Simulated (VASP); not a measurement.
# BAs: single point with HSE06

The system is BAs.

```
B As
1.0
     0.00000    2.36124    2.36124
     2.36124    0.00000    2.36124
     2.36124    2.36124    0.00000
B As
1 1
Direct
  0.00000 0.00000 0.00000
  0.25000 0.25000 0.25000
```

The cell isn't the ideal one: a relaxed cell with its volume scaled by 0.97.

```yaml
Program: VASP 6.6.1
Task: single point
Functional: HSE06
Potentials_or_basis: VASP PAW PBE potentials, release 64 (B, As)
Cutoff: 520 eV
k_mesh: 6 × 6 × 6
Occupations: gaussian, width 0.02 eV
Spin: no spin polarisation
Grid_for_exact_exchange_PRECFOCK: Fast
Screening_parameter: 0.2 1/A
Further_INCAR_settings: ALGO = Normal; EDIFF = 1e-07
```

- Pressure: 4.8 GPa
- Band gap on the k mesh: 1.94 eV, indirect (least direct gap 4.18 eV)

Levels at points of the mesh, in eV from the valence-band top:
```csv
k point,band 2,band 3,band 4,band 5,band 6,band 7
"(0.00, 0.00, 0.00)",0.00,0.00,0.00,4.18,4.18,4.18
"(0.50, 0.00, 0.00)",-9.98,-2.05,-2.05,3.80,5.75,5.75
"(0.50, 0.50, 0.00)",-9.70,-4.62,-4.62,2.05,2.13,13.31
```

It took 72 s on 4 MPI ranks on AMD EPYC 7R13 Processor (Zen 3), with other jobs on the host, peak memory 0.21 GiB a rank.

Caveat: the PAW data sets were made with another functional, which shifts forces and pressure a little. A k mesh can miss the band edges.
